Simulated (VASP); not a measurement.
# Be3CdO4 (Pmn2_1) in VASP: further runs

Aim: see how the results for Be3CdO4 move with the level of theory and the settings. Levels: PBE, r2SCAN. Tasks: relaxation of cell and atoms, single point.

Everything below comes from runs of VASP 6.6.1. Logs are shortened: lines on timing, memory, paths and dates and some standing lists are left out, and cuts for length are marked.

**1. The structure**

Symmetry: Pmn2_1, No. 31, orthorhombic system. Conventional cell: a = 5.976 Å, b = 5.095 Å, c = 4.729 Å, α = 90.00°, β = 90.00°, γ = 90.00°. Around Be (site symmetry 1) lie 4 O at 1.64 to 1.88 Å. Be (site symmetry m) has 4 O at 1.65 to 1.78 Å as nearest neighbours. Cd (site symmetry m) has 4 O at 2.17 to 2.18 Å as nearest neighbours. O (site symmetry 1) is surrounded by 3 Be at 1.64 to 1.65 Å. O (site symmetry m) is surrounded by 3 Be at 1.67 to 1.70 Å. Around O (site symmetry m) lie 3 Be at 1.78 to 1.88 Å.

The cell was built by a generator and needn't be a form met in nature.

**2. Relaxation of cell and atoms, PBE**

File INCAR:

```
PREC = Accurate
ENCUT = 520
EDIFF = 1E-7
ISMEAR = 0
SIGMA = 0.03
LREAL = F
LASPH = T
NELM = 120
ALGO = Normal
ISIF = 3
LWAVE = F
LCHARG = F
GGA = PE
IBRION = 2
NSW = 60
EDIFFG = -0.005
POTIM = 0.3
KPAR = 8
```

File KPOINTS:

```
Automatic mesh
0
Gamma
  4 6 6
```

File POSCAR:

```
Be3CdO4                                 
1.0
    5.9758903336      0.0000000000      0.0000000000
    0.0000000000      5.0945350641      0.0000000000
    0.0000000000      0.0000000000      4.7292977099
  Be              Cd              O             
     6     2     8
Direct
     0.2562313334615359    0.1506797851299075    0.5041312470152187
     0.7437686665384641    0.1506797851299075    0.5041312470152187
     0.0000000000000000    0.7071529196072016    0.5021013366369869
     0.7562313334615359    0.8493202148700927    0.0041312470152188
     0.2437686665384641    0.8493202148700927    0.0041312470152188
     0.5000000000000000    0.2928470803927986    0.0021013366369871
     0.5000000000000000    0.6560694479877486    0.5001686708168039
     0.0000000000000000    0.3439305520122513    0.0001686708168039
     0.2069324568208748    0.8672414885377846    0.3502710067224059
     0.7930675431791250    0.8672414885377846    0.3502710067224059
     0.5000000000000000    0.2509566577297388    0.3533155526942291
     0.0000000000000000    0.3600854556944486    0.4605465223767404
     0.7069324568208750    0.1327585114622155    0.8502710067224062
     0.2930675431791253    0.1327585114622155    0.8502710067224062
     0.0000000000000000    0.7490433422702613    0.8533155526942291
     0.5000000000000000    0.6399145443055513    0.9605465223767333
```

Potentials or basis: VASP PAW PBE potentials, release 64 (Be, Cd, O).

Started as:

```bash
cat potpaw_PBE.64/Be/POTCAR potpaw_PBE.64/Cd/POTCAR potpaw_PBE.64/O/POTCAR > POTCAR
mpirun -np 8 vasp_std > vasp.out
```

OUTCAR:

```text
PREC = Accurate
   ENCUT = 520
   EDIFF = 1E-7
   ISMEAR = 0
   LREAL = F
   LASPH = T
   NELM = 120
   ISIF = 3
   GGA = PE
   IBRION = 2
   NSW = 60
   EDIFFG = -0.005
   POTIM = 0.3

 ion  position               nearest neighbor table
   1  0.256  0.151  0.504-   9 1.64  14 1.65  11 1.70  12 1.88   7 2.91   7 2.96   8 2.97   8 3.00

   2  0.744  0.151  0.504-  10 1.64  13 1.65  11 1.70  12 1.88   7 2.91   7 2.96   8 2.97   8 3.00

   3  0.000  0.707  0.502-   9 1.65  10 1.65  15 1.67  12 1.78   8 3.00   7 3.00   7 3.00   8 3.01

   4  0.756  0.849  0.004-  13 1.64  10 1.65  15 1.70  16 1.88   8 2.91   8 2.96   7 2.97   7 3.00

   5  0.244  0.849  0.004-  14 1.64   9 1.65  15 1.70  16 1.88   8 2.91   8 2.96   7 2.97   7 3.00

   6  0.500  0.293  0.002-  13 1.65  14 1.65  11 1.67  16 1.78   7 3.00   8 3.00   8 3.00   7 3.01

   7  0.500  0.656  0.500-   9 2.17  10 2.17  11 2.18  16 2.18  16 2.55   2 2.91   1 2.91   1 2.96
                             2 2.96   5 2.97   4 2.97   6 3.00   4 3.00   5 3.00   3 3.00   3 3.00
   8  0.000  0.344  0.000-  13 2.17  14 2.17  15 2.18  12 2.18  12 2.55   5 2.91   4 2.91   5 2.96
                             4 2.96   2 2.97   1 2.97   3 3.00   1 3.00   2 3.00   6 3.00   6 3.00
   9  0.207  0.867  0.350-   1 1.64   3 1.65   5 1.65   7 2.17
  10  0.793  0.867  0.350-   2 1.64   3 1.65   4 1.65   7 2.17
  11  0.500  0.251  0.353-   6 1.67   2 1.70   1 1.70   7 2.18
  12  0.000  0.360  0.461-   3 1.78   2 1.88   1 1.88   8 2.18   8 2.55
  13  0.707  0.133  0.850-   4 1.64   6 1.65   2 1.65   8 2.17
  14  0.293  0.133  0.850-   5 1.64   6 1.65   1 1.65   8 2.17
  15  0.000  0.749  0.853-   3 1.67   4 1.70   5 1.70   8 2.18
  16  0.500  0.640  0.961-   6 1.78   5 1.88   4 1.88   7 2.18   7 2.55

  LATTYP: Found a simple orthorhombic cell.
 ALAT       =     4.7292977099
 B/A-ratio  =     1.0772286662
 C/A-ratio  =     1.2635893742

  Lattice vectors:

 A1 = (   0.0000000000,   0.0000000000,  -4.7292977099)
 A2 = (   0.0000000000,   5.0945350641,   0.0000000000)
 A3 = (   5.9758903336,   0.0000000000,   0.0000000000)

Analysis of symmetry for initial positions (statically):
=====================================================================
 Subroutine PRICEL returns:
 Original cell was already a primitive cell.

 Routine SETGRP: Setting up the symmetry group for a
 simple orthorhombic supercell.

 Subroutine GETGRP returns: Found  4 space group operations
 (whereof  2 operations were pure point group operations)
 out of a pool of  8 trial point group operations.

The static configuration has the point symmetry C_1h.
 The point group associated with its full space group is C_2v.

Analysis of symmetry for dynamics (positions and initial velocities):
=====================================================================
 Subroutine PRICEL returns:
 Original cell was already a primitive cell.

 Routine SETGRP: Setting up the symmetry group for a
 simple orthorhombic supercell.

 Subroutine GETGRP returns: Found  4 space group operations
 (whereof  2 operations were pure point group operations)
 out of a pool of  8 trial point group operations.

The dynamic configuration has the point symmetry C_1h.
 The point group associated with its full space group is C_2v.

 Subroutine INISYM returns: Found  4 space group operations
 (whereof  2 operations are pure point group operations),
 and found     1 'primitive' translations

----------------------------------------------------------------------------------------

                                     Primitive cell

  volume of cell :     143.9806

[... 135 lines left out ...]
     AMIX     =   0.40;   BMIX     =  1.00
     AMIX_MAG =   1.60;   BMIX_MAG =  1.00
  volume/ion in A,a.u.               =       9.00        60.73
  Fermi-wavevector in a.u.,A,eV,Ry     =   1.367939  2.585029 25.459989  1.871256
  Thomas-Fermi vector in A             =   2.493947
   LORBIT       =      0    0 simple, 1 ext, 2 COOP (PROOUT), +10 PAW based schemes
   GGA     = PE    functional components
   LHFCALC =     F    Hartree Fock is set to
   AEXX    =    0.0000 exact exchange contribution
   IVDW    =     0    specifies the selected vdW correction
   LEPSILON=     F    determine dielectric tensor
   LRPA    =     F    only Hartree local field effects (RPA)
 conjugate gradient relaxation of ions
 non-spin polarized calculation
 Gauss-broadening in eV      SIGMA  =   0.03
  energy-cutoff  :      520.00
  volume of cell :      143.98
 maximum number of plane-waves:      3904
 NGX is ok and might be reduce to    48
   NGX = 23   NGY = 19   NGZ = 17

--------------------------------------- Ionic step        1  -------------------------------------------

 number of electron      84.0000009 magnetization

 Free energy of the ion-electron system (eV)
  ---------------------------------------------------
  ext. energy  EPLUGINS =         0.00000000
  ---------------------------------------------------
  free energy    TOTEN  =       -98.67846527 eV

  energy without entropy =      -98.67846527  energy(sigma->0) =      -98.67846527

------------------------ aborting loop because EDIFF is reached ----------------------------------------

  FORCE on cell =-STRESS in cart. coord.  units (eV):
  Direction    XX          YY          ZZ          XY          YZ          ZX
  --------------------------------------------------------------------------------------
  -------------------------------------------------------------------------------------
  Total       -0.0042944     -0.0239350      0.0053363      0.0000000      0.0000000      0.0000000
  in kB       -0.0477865     -0.2663422      0.0593813      0.0000000      0.0000000      0.0000000
  external PRESSURE =      -0.0849158 kB  Pullay stress =       0.0000000 kB

 VOLUME and BASIS-vectors are now :
 -----------------------------------------------------------------------------
  energy-cutoff  :      520.00
  volume of cell :      143.98
      direct lattice vectors                 reciprocal lattice vectors
     5.975890334  0.000000000  0.000000000     0.167339082  0.000000000  0.000000000
     0.000000000  5.094535064  0.000000000     0.000000000  0.196288766  0.000000000
     0.000000000  0.000000000  4.729297710     0.000000000  0.000000000  0.211447885

 POSITION                                       TOTAL-FORCE (eV/Angst)
 -----------------------------------------------------------------------------------
      1.53121      0.76764      2.38419        -0.001899     -0.005083     -0.002143
      4.44468      0.76764      2.38419         0.001899     -0.005083     -0.002143
      0.00000      3.60262      2.37459         0.000000      0.000827      0.000206
      4.51916      4.32689      0.01954        -0.001899      0.005083     -0.002143
      1.45673      4.32689      0.01954         0.001899      0.005083     -0.002143
      2.98795      1.49192      0.00994         0.000000     -0.000827      0.000206
[... 8 lines left out ...]
      0.00000      3.81603      4.03558         0.000000      0.006372      0.000633
      2.98795      3.26007      4.54271         0.000000     -0.000059      0.004835
 -----------------------------------------------------------------------------------
    total drift:                                0.000000      0.000000      0.000158

  FREE ENERGIE OF THE ION-ELECTRON SYSTEM (eV)
  ---------------------------------------------------
  free  energy   TOTEN  =       -98.6784652748 eV

  energy  without entropy=      -98.6784652748  energy(sigma->0) =      -98.67846527

--------------------------------------- Ionic step        2  -------------------------------------------

 number of electron      84.0000009 magnetization

 Free energy of the ion-electron system (eV)
  ---------------------------------------------------
  ext. energy  EPLUGINS =         0.00000000
  ---------------------------------------------------
  free energy    TOTEN  =       -98.67847245 eV

  energy without entropy =      -98.67847245  energy(sigma->0) =      -98.67847245

 E-fermi :   2.9781     XC(G=0): -11.0577

 val. band max:        2.8419096764   @ k =   0.5000   0.0000   0.5000
 cond. band min:       5.5234589989   @ k =   0.0000   0.0000   0.0000
 fundamental gap:      2.6815493225
 Fermi energy:         2.9780544888

 k-point     1 :       0.0000    0.0000    0.0000
  band No.  band energies     occupation
      1     -15.6813      2.00000
      2     -14.6645      2.00000
      3     -14.5379      2.00000
      4     -14.3753      2.00000
      5     -14.0327      2.00000
      6     -13.9710      2.00000
[... 1285 lines left out ...]
     50      12.1051      0.00000
     51      13.0944      0.00000

 [... further k-points ...]

------------------------ aborting loop because EDIFF is reached ----------------------------------------

  FORCE on cell =-STRESS in cart. coord.  units (eV):
  Direction    XX          YY          ZZ          XY          YZ          ZX
  --------------------------------------------------------------------------------------
  -------------------------------------------------------------------------------------
  Total        0.0036685     -0.0131544      0.0018160      0.0000000      0.0000000      0.0000000
  in kB        0.0408238     -0.1463853      0.0202088      0.0000000      0.0000000      0.0000000
  external PRESSURE =      -0.0284509 kB  Pullay stress =       0.0000000 kB

 VOLUME and BASIS-vectors are now :
 -----------------------------------------------------------------------------
  energy-cutoff  :      520.00
  volume of cell :      143.97
      direct lattice vectors                 reciprocal lattice vectors
     5.975843907  0.000000000  0.000000000     0.167340382  0.000000000  0.000000000
     0.000000000  5.094314467  0.000000000     0.000000000  0.196297266  0.000000000
     0.000000000  0.000000000  4.729343366     0.000000000  0.000000000  0.211445844

 POSITION                                       TOTAL-FORCE (eV/Angst)
 -----------------------------------------------------------------------------------
      1.53114      0.76746      2.38415        -0.001123     -0.002793     -0.000961
      4.44470      0.76746      2.38415         0.001123     -0.002793     -0.000961
      0.00000      3.60248      2.37462         0.000000      0.000611      0.000539
      4.51907      4.32685      0.01948        -0.001123      0.002793     -0.000961
      1.45678      4.32685      0.01948         0.001123      0.002793     -0.000961
      2.98792      1.49183      0.00994         0.000000     -0.000611      0.000539
[... 8 lines left out ...]
      0.00000      3.81605      4.03564         0.000000      0.004268      0.000311
      2.98792      3.25992      4.54289         0.000000     -0.000017      0.002430
 -----------------------------------------------------------------------------------
    total drift:                               -0.000000      0.000000     -0.000031

  FREE ENERGIE OF THE ION-ELECTRON SYSTEM (eV)
  ---------------------------------------------------
  free  energy   TOTEN  =       -98.6784724493 eV

  energy  without entropy=      -98.6784724493  energy(sigma->0) =      -98.67847245

 reached required accuracy - stopping structural energy minimisation
```

It took 44 s on 8 MPI ranks of AMD EPYC 9R45 (Zen 5), shared host; peak memory 0.46 GiB.

Results:

```
Free energy                  : -98.6785 eV
Energy gained by relaxing    : 0.0 meV/atom
Ionic steps                  : 2
Pressure after relaxing      : 0.0 GPa
Largest force after relaxing : 0.004 eV/Å
Band gap on the k mesh       : 2.68 eV, indirect (least direct gap 2.98 eV)
```

Forces in eV/Å, atoms in the order of the input:
```
Be  -0.001 -0.003 -0.001
Be   0.001 -0.003 -0.001
Be   0.000  0.001  0.001
Be  -0.001  0.003 -0.001
Be   0.001  0.003 -0.001
Be   0.000 -0.001  0.001
Cd   0.000  0.000  0.000
Cd   0.000  0.000  0.000
O   -0.001  0.000 -0.001
O    0.001  0.000 -0.001
O    0.000 -0.004  0.000
O    0.000  0.000  0.002
O   -0.001  0.000 -0.001
O    0.001  0.000 -0.001
O    0.000  0.004  0.000
O    0.000  0.000  0.002
```

Final structure:
```yaml
crystal:
  lattice:
    - [5.97584, 0.00000, 0.00000]
    - [0.00000, 5.09431, 0.00000]
    - [0.00000, 0.00000, 4.72934]
  atoms:
    - { symbol: Be, position: [0.25622, 0.15065, 0.50412] }
    - { symbol: Be, position: [0.74378, 0.15065, 0.50412] }
    - { symbol: Be, position: [0.00000, 0.70716, 0.50210] }
    - { symbol: Be, position: [0.75622, 0.84935, 0.00412] }
    - { symbol: Be, position: [0.24378, 0.84935, 0.00412] }
    - { symbol: Be, position: [0.50000, 0.29284, 0.00210] }
    - { symbol: Cd, position: [0.50000, 0.65608, 0.50016] }
    - { symbol: Cd, position: [0.00000, 0.34392, 0.00016] }
    - { symbol: O, position: [0.20694, 0.86725, 0.35027] }
    - { symbol: O, position: [0.79306, 0.86725, 0.35027] }
    - { symbol: O, position: [0.50000, 0.25092, 0.35332] }
    - { symbol: O, position: [0.00000, 0.36009, 0.46058] }
    - { symbol: O, position: [0.70694, 0.13275, 0.85027] }
    - { symbol: O, position: [0.29306, 0.13275, 0.85027] }
    - { symbol: O, position: [0.00000, 0.74908, 0.85332] }
    - { symbol: O, position: [0.50000, 0.63991, 0.96058] }
```

Levels at points of the mesh, in eV from the valence-band top:
```
           k point  band 38  band 39  band 40  band 41  band 42  band 43  band 44  band 45  band 46  band 47
(0.00, 0.00, 0.00)    -1.17    -0.87    -0.69    -0.34    -0.30     2.68     5.50     7.63     7.66     7.92
(0.50, 0.00, 0.00)    -1.34    -1.15    -1.15    -0.91    -0.91     4.40     4.40     7.80     7.80     8.71
(0.00, 0.50, 0.00)    -1.24    -0.98    -0.84    -0.41    -0.32     4.33     4.84     7.44     7.60     8.09
(0.50, 0.50, 0.00)    -1.50    -1.27    -1.27    -0.42    -0.42     5.00     5.00     7.01     7.01     8.77
(0.00, 0.00, 0.50)    -1.06    -0.54    -0.54    -0.42    -0.42     4.92     4.92     7.38     7.38     7.62
(0.50, 0.00, 0.50)    -1.44    -1.16    -1.16     0.00     0.00     5.44     5.44     6.47     6.47     8.38
(0.00, 0.50, 0.50)    -1.54    -0.57    -0.57    -0.38    -0.38     5.41     5.41     7.03     7.03     7.31
(0.50, 0.50, 0.50)    -1.90    -0.73    -0.73    -0.24    -0.24     5.63     5.63     6.81     6.81     7.88
```

**3. Single point, r2SCAN**

File INCAR:

```
PREC = Accurate
ENCUT = 520
EDIFF = 1E-6
ISMEAR = 0
SIGMA = 0.03
LREAL = F
LASPH = T
NELM = 150
ALGO = Normal
ISIF = 2
LWAVE = F
LCHARG = F
METAGGA = R2SCAN
LMIXTAU = T
NBANDS = 56
KPAR = 8
```

KPOINTS is that of step 2.

File POSCAR:

```
Be3CdO4                                 
1.0
    5.9758439074      0.0000000000      0.0000000000
    0.0000000000      5.0943144668      0.0000000000
    0.0000000000      0.0000000000      4.7293433664
  Be              Cd              O             
     6     2     8
Direct
     0.2562221370389363    0.1506509061447628    0.5041181312450599
     0.7437778629610637    0.1506509061447628    0.5041181312450599
     0.0000000000000000    0.7071576185845450    0.5021025987294141
     0.7562221370389363    0.8493490938552372    0.0041181312450598
     0.2437778629610637    0.8493490938552372    0.0041181312450598
     0.5000000000000000    0.2928423814154550    0.0021025987294141
     0.5000000000000000    0.6560767952400790    0.5001585259564003
     0.0000000000000000    0.3439232047599210    0.0001585259564003
     0.2069355539345863    0.8672528732786666    0.3502718299688899
     0.7930644460654137    0.8672528732786666    0.3502718299688899
     0.5000000000000000    0.2509204538792361    0.3533194291499938
     0.0000000000000000    0.3600857934772062    0.4605761137363024
     0.7069355539345863    0.1327471267213333    0.8502718299688898
     0.2930644460654137    0.1327471267213333    0.8502718299688898
     0.0000000000000000    0.7490795461207639    0.8533194291499938
     0.5000000000000000    0.6399142065227938    0.9605761137362953
```

Potentials or basis: VASP PAW PBE potentials, release 64 (Be, Cd, O).

Started as:

```bash
cat potpaw_PBE.64/Be/POTCAR potpaw_PBE.64/Cd/POTCAR potpaw_PBE.64/O/POTCAR > POTCAR
mpirun -np 8 vasp_std > vasp.out
```

It took 2.3 min on 8 MPI ranks of AMD EPYC 9R45 (Zen 5), shared host; peak memory 0.5 GiB.

The run converged. Its results:

| Item | Value |
| --- | --- |
| Free energy | -152.4991 eV |
| Pressure | -4.3 GPa |
| Largest force | 0.091 eV/Å |
| Band gap on the k mesh | 3.21 eV, indirect (least direct gap 3.53 eV) |

Forces on the atoms (eV/Å):
```
Be   0.016 -0.084  0.028
Be  -0.016 -0.084  0.028
Be   0.000  0.091 -0.005
Be   0.016  0.084  0.028
Be  -0.016  0.084  0.028
Be   0.000 -0.091 -0.005
Cd   0.000  0.033 -0.073
Cd   0.000 -0.033 -0.073
O    0.058 -0.023  0.017
O   -0.058 -0.023  0.017
O    0.000  0.069  0.019
O    0.000  0.014 -0.030
O    0.058  0.023  0.017
O   -0.058  0.023  0.017
O    0.000 -0.069  0.019
O    0.000 -0.014 -0.030
```

Stress tensor (GPa, compression positive):
```
-3.89  0.00  0.00
 0.00 -4.17  0.00
 0.00  0.00 -4.77
```

Levels at points of the mesh, in eV from the valence-band top:
```tsv
k point	band 38	band 39	band 40	band 41	band 42	band 43	band 44	band 45	band 46	band 47
(0.00, 0.00, 0.00)	-1.22	-0.91	-0.73	-0.36	-0.32	3.21	6.12	8.29	8.48	8.68
(0.50, 0.00, 0.00)	-1.38	-1.19	-1.19	-0.95	-0.95	4.94	4.94	8.50	8.50	9.50
(0.00, 0.50, 0.00)	-1.27	-1.01	-0.87	-0.43	-0.34	4.87	5.44	8.21	8.26	8.82
(0.50, 0.50, 0.00)	-1.54	-1.30	-1.30	-0.44	-0.44	5.56	5.56	7.71	7.71	9.60
(0.00, 0.00, 0.50)	-1.10	-0.56	-0.56	-0.42	-0.42	5.50	5.50	8.13	8.13	8.31
(0.50, 0.00, 0.50)	-1.48	-1.19	-1.19	0.00	0.00	6.04	6.04	7.13	7.13	9.16
(0.00, 0.50, 0.50)	-1.57	-0.58	-0.58	-0.39	-0.39	6.01	6.01	7.72	7.72	8.04
(0.50, 0.50, 0.50)	-1.95	-0.74	-0.74	-0.24	-0.24	6.23	6.23	7.48	7.48	8.63
```

Caveat: the PAW data sets were made with another functional, which shifts forces and pressure a little.

(Part 1 of 2 ends here.)
